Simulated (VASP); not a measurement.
Data:

```xyz
6
Lattice="1.6402 -2.8410 0.0000 1.6402 2.8410 0.0000 0.0000 0.0000 12.7858" Properties=species:S:1:pos:R:3 pbc="T T T"
W      1.6402     0.9470     3.1964
W      1.6402    -0.9470     9.5893
Se     1.6402     0.9470    11.2758
Se     1.6402    -0.9470     4.8829
Se     1.6402    -0.9470     1.5100
Se     1.6402     0.9470     7.9029
```

Calculation: PBE GGA with D3 dispersion (Becke-Johnson damping), VASP's PBE PAW potentials (set 64) (plane waves; VASP 6.6.1). Settings: 520 eV cut-off, Gaussian smearing of 0.050 eV, potentials W_sv Se.

Unless said otherwise, spin-orbit coupling is left out, though it shifts the bands of the heavy elements here.

Problem. Predict the band gap (along the path) with the smallest direct gap where there is one.

Solution. 
```
Property                               Result
------------------------------------  -------
band gap (along the path)             0.86 eV
smallest direct gap (along the path)  1.56 eV
```

Total energies compare only between runs with the same potentials, cut-off and functional.

The compound is WSe2 in the 2H layered structure. It was relaxed first.
